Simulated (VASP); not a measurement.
Given:

```yaml
crystal:
  lattice:
    - [3.97252, 0.00000, 0.00000]
    - [-1.98626, 3.44031, 0.00000]
    - [0.00000, 0.00000, 5.44691]
  atoms:
    - { symbol: Mn, position: [0.00000, 0.00000, 0.50000] }
    - { symbol: Mn, position: [0.00000, 0.00000, 0.00000] }
    - { symbol: Sn, position: [0.33333, 0.66667, 0.25000] }
    - { symbol: Sn, position: [0.66667, 0.33333, 0.75000] }
```

Calculation: PBEsol GGA, VASP's PBE PAW potentials (set 64) (plane waves; VASP 6.6.1). Numerical set-up: 400 eV cut-off, 10×10×7 Γ-centred mesh, tetrahedra with Blöchl corrections, potentials Mn_pv Sn_d.

The cores are frozen, which limits the accuracy of field gradients. The run has a spin-polarised start.

### Question
Give the principal components of the electric field gradient (V/Å²) and the asymmetry η at each nucleus.

### Answer

```
atom    Vxx    Vyy    Vzz     η
----  -----  -----  -----  ----
Mn1    36.7   36.7  -73.4  0.00
Mn2    36.7   36.7  -73.4  0.00
Sn3   -37.6  -37.6   75.2  0.00
Sn4   -37.6  -37.6   75.2  0.00
```

The structure comes from a computed database's MnSn entry (P6_3/mmc); how it stands against other phases isn't given here. It was relaxed first, which changed the volume by -6 %.
